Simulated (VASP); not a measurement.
AlAs (zinc blende): the mBJ gap over mesh and path against the volume, with the cell scaled uniformly; LDA's own equilibrium is at 22.395 Å³/atom. VASP (PAW), 400 eV cut-off, 9×9×9 Γ-centred mesh, Gaussian smearing of 0.050 eV, potentials Al As. mBJ is a potential without an energy functional, so only the levels count. Fit the value as a straight line in ln V.

```
V (Å³/atom)  mBJ gap over mesh and path (eV)
-----------  -------------------------------
19.708                                 1.886
20.38                                  1.963
21.051                                 2.033
21.723                                 2.095
22.395                                 2.152
23.067                                 2.203
```

### Question
Fit the rows as the text says and predict the value at 23.739.

### Answer
The slope against ln V is 2.01 eV, the volume deformation potential of this gap. The line misses the rows by up to 0.008 and gives 2.268 at 23.739. The run gave 2.249, -0.019 from the line.

Left out are failed runs and those whose mesh is unfit for this quantity.

The compound is AlAs in the zinc blende structure.
